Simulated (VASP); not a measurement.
Input:

```
AsB
1.0
    3.33584     0.00000     0.00000
   -1.66792     2.88892     0.00000
    0.00000     0.00000     5.52311
B As
2 2
Direct
  0.33333   0.66667   0.37456
  0.66667   0.33333   0.87456
  0.33333   0.66667   0.00044
  0.66667   0.33333   0.50044
```

These are LDA (Ceperley-Alder, Perdew-Zunger), VASP's LDA PAW potentials (set 64) (plane waves; VASP) values and carry that method's errors. Settings: 520 eV cut-off, Gaussian smearing of 0.050 eV, potentials B As.

Q: Give the energies of bands 3 to 11 at the high-symmetry points, in eV from the valence-band maximum.

A: 
```json
[
 {"band": "3", "Γ": "-9.18", "M": "-8.66", "K": "-7.51", "A": "-5.32", "L": "-8.91", "H": "-8.61"},
 {"band": "4", "Γ": "-2.13", "M": "-7.33", "K": "-7.51", "A": "-5.32", "L": "-8.91", "H": "-8.61"},
 {"band": "5", "Γ": "-2.13", "M": "-6.33", "K": "-7.29", "A": "-1.30", "L": "-3.45", "H": "-6.30"},
 {"band": "6", "Γ": "-0.39", "M": "-4.35", "K": "-4.94", "A": "-1.30", "L": "-3.45", "H": "-6.30"},
 {"band": "7", "Γ": "0.00", "M": "-4.13", "K": "-4.94", "A": "-1.30", "L": "-3.39", "H": "-2.89"},
 {"band": "8", "Γ": "0.00", "M": "-2.10", "K": "-4.70", "A": "-1.30", "L": "-3.39", "H": "-2.89"},
 {"band": "9", "Γ": "2.29", "M": "1.05", "K": "1.16", "A": "2.95", "L": "1.74", "H": "2.77"},
 {"band": "10", "Γ": "2.72", "M": "3.71", "K": "6.20", "A": "2.95", "L": "1.74", "H": "2.77"},
 {"band": "11", "Γ": "2.72", "M": "4.14", "K": "6.20", "A": "4.17", "L": "2.73", "H": "4.79"}
]
```

The gap is indirect, 1.05 eV, from the valence maximum at Γ to the conduction minimum at M.

The structure comes from a computed database's BAs entry (P6_3mc); how it stands against other phases isn't given here. It was relaxed first.
